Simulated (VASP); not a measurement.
Method: r2SCAN meta-GGA, VASP's PBE PAW potentials (set 64) (plane waves; VASP).

A VASP calculation is set up with these files.

File POSCAR:
```
RuAl
1
    3.0298780000     0.0000000000     0.0000000000
    0.0000000000     2.9250070000     0.0000000000
    0.0000000000     0.0000000000     2.9161720000
Al Ru
1 1
Direct
  0.5000000000   0.5000000000   0.5000000000
  0.0314700000   0.0000000000   0.0000000000
```

INCAR:
```
# general
SYSTEM =RuAl
PREC   =Accurate
ENCUT  =400
LREAL  =.FALSE.
LASPH  =.TRUE.

# electronic loop
EDIFF  =1E-6
NELM   =100
ALGO   =Normal
LMAXMIX=4
LMIXTAU=.TRUE.

# smearing
ISMEAR =1
SIGMA  =0.1

# functional
METAGGA=R2SCAN

# ions
ISIF   =2

# output
LWAVE  =.FALSE.
LCHARG =.FALSE.
```

### KPOINTS
```
Automatic mesh
0
Gamma
11 11 11
0 0 0
```

POTCAR, in this order: Al Ru_pv (PBE.64 set). Program: vasp_std.

Output of the run:

**OSZICAR**
```
       N       E                     dE             d eps       ncg     rms          rms(c)
DAV:   1     0.702767124786E+02    0.70277E+02   -0.83799E+03  5280   0.113E+03
DAV:   2    -0.368568954775E+02   -0.10713E+03   -0.10304E+03  5580   0.321E+02
DAV:   3    -0.387706430724E+02   -0.19137E+01   -0.18739E+01  6284   0.440E+01
DAV:   4    -0.387924178010E+02   -0.21775E-01   -0.21758E-01  6264   0.452E+00
DAV:   5    -0.387930869736E+02   -0.66917E-03   -0.66911E-03  7112   0.602E-01    0.166E+01
DAV:   6    -0.335497482147E+02    0.52433E+01   -0.73133E+00  5416   0.360E+01    0.387E+00
DAV:   7    -0.334975790051E+02    0.52169E-01   -0.74729E-01  5448   0.107E+01    0.216E+00
DAV:   8    -0.335209447776E+02   -0.23366E-01   -0.34050E-02  5584   0.219E+00    0.909E-01
DAV:   9    -0.335270530425E+02   -0.61083E-02   -0.31967E-02  5572   0.192E+00    0.418E-01
DAV:  10    -0.335314771693E+02   -0.44241E-02   -0.40998E-03  5740   0.711E-01    0.152E-01
DAV:  11    -0.335313331542E+02    0.14402E-03   -0.48525E-04  6304   0.281E-01    0.349E-02
DAV:  12    -0.335314391204E+02   -0.10597E-03   -0.22647E-04  5568   0.197E-01    0.133E-02
DAV:  13    -0.335314639744E+02   -0.24854E-04   -0.27160E-05  5888   0.721E-02    0.862E-03
DAV:  14    -0.335314684582E+02   -0.44838E-05   -0.39806E-06  5840   0.261E-02    0.347E-03
DAV:  15    -0.335314693388E+02   -0.88064E-06   -0.80742E-07  3368   0.957E-03
   1 F= -.33531469E+02 E0= -.33531472E+02  d E =0.923092E-05
```

File OUTCAR:
```
------------------------ aborting loop because EDIFF is reached ----------------------------------------
  FORCE on cell =-STRESS in cart. coord.  units (eV):
  Direction    XX          YY          ZZ          XY          YZ          ZX
  --------------------------------------------------------------------------------------
  Total        0.2982182      1.4670635      1.5710240      0.0000000      0.0000000      0.0000000
  in kB       18.4875590     90.9482401     97.3931043      0.0000000      0.0000000      0.0000000
  external PRESSURE =      68.9429678 kB  Pullay stress =       0.0000000 kB
  volume of cell :       25.84
      direct lattice vectors                 reciprocal lattice vectors
     3.029878000  0.000000000  0.000000000     0.330046292  0.000000000  0.000000000
     0.000000000  2.925007000  0.000000000     0.000000000  0.341879524  0.000000000
     0.000000000  0.000000000  2.916172000     0.000000000  0.000000000  0.342915301
 POSITION                                       TOTAL-FORCE (eV/Angst)
 -----------------------------------------------------------------------------------
      1.51494      1.46250      1.45809         0.903405      0.000000      0.000000
      0.09535      0.00000      0.00000        -0.903405      0.000000      0.000000
 -----------------------------------------------------------------------------------
    total drift:                                0.001124      0.000000      0.000003
  FREE ENERGIE OF THE ION-ELECTRON SYSTEM (eV)
  ---------------------------------------------------
  free  energy   TOTEN  =       -33.5314693388 eV

  energy  without entropy=      -33.5314785697  energy(sigma->0) =      -33.53147242
```
(Selected blocks of OUTCAR.)

The compound is RuAl in the CsCl type structure. The cell was not relaxed at this level, atoms are displaced from their ideal sites. The run is one of a series of settings (GGA removed, LMIXTAU = .TRUE., METAGGA = R2SCAN against the base run), some of them coarse on purpose. The electron count is odd and the run is not spin-polarised, which forces a metal.
